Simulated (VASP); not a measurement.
These are TPSS meta-GGA, VASP's PBE PAW potentials (set 64) (plane waves; VASP) values and carry that method's errors.

Input for VASP

INCAR:
```
# general
SYSTEM  = PtSe2
PREC    = Accurate
ENCUT   = 520
LREAL   = .FALSE.
LASPH   = .TRUE.

# electronic loop
EDIFF   = 1E-7
NELM    = 100
ALGO    = Normal
LMAXMIX = 6
LMIXTAU = .TRUE.

# smearing
ISMEAR  = 0
SIGMA   = 0.05

# functional
METAGGA = TPSS

# ions
IBRION  = 2
NSW     = 30
ISIF    = 4
EDIFFG  = -0.01

# output
LWAVE   = .FALSE.
LCHARG  = .FALSE.
```

KPOINTS:
```
K-points
0
G
  7 7 4
```

File POSCAR:
```
PtSe2
1.0
  1.8414634355  -3.1895084748   0.0000000000
  1.8414634355   3.1895084748   0.0000000000
  0.0000000000   0.0000000000   5.2950681798
Pt Se
1 2
direct
  0.0000000000   0.0000000000   0.0000000000
  0.3333330000   0.6666670000   0.2409791877
  0.6666670000   0.3333330000   0.7590208123
```

POTCAR, in this order: Pt Se (PBE.64 set). Program: vasp_std.

Without a dispersion term in the relaxation, distances and binding between the weakly bound layers, chains or molecules are unreliable, and so is what depends on them. Unless said otherwise, spin-orbit coupling is left out, though it shifts the bands of the heavy elements here.

Problem. Predict the energy per atom (σ→0), band gap (on the k-mesh).

Solution. 
```
Item                                                        Result
------------------------  ----------------------------------------
energy per atom (σ→0)                              -10.335 eV/atom
band gap (on the k-mesh)  none (metal, semimetal or under 0.01 eV)
```

**OSZICAR**
```
...
       N       E                     dE             d eps       ncg     rms          rms(c)
DAV:   1    -0.310056808398E+02   -0.13701E-04   -0.48529E-03   840   0.445E-01    0.340E-02
DAV:   2    -0.310056900097E+02   -0.91699E-05   -0.18219E-04   980   0.913E-02    0.146E-02
DAV:   3    -0.310056874554E+02    0.25543E-05   -0.72563E-06  1011   0.210E-02    0.706E-03
DAV:   4    -0.310056863683E+02    0.10872E-05   -0.27184E-06   952   0.126E-02    0.233E-03
DAV:   5    -0.310056865238E+02   -0.15555E-06   -0.66320E-07   896   0.773E-03    0.150E-03
DAV:   6    -0.310056865171E+02    0.67173E-08   -0.10156E-07   511   0.329E-03
   9 F= -.31005687E+02 E0= -.31005020E+02  d E =-.193952E-04
```

The compound is PtSe2 in the 1T layered structure. This cell is one point of a volume scan, at 0.94 of the reference volume. Symmetry was kept, so distortions that lower it aren't found. The k-mesh is coarse (spacing up to 0.31 per Å, 2π included), so the numbers may not be converged in it.
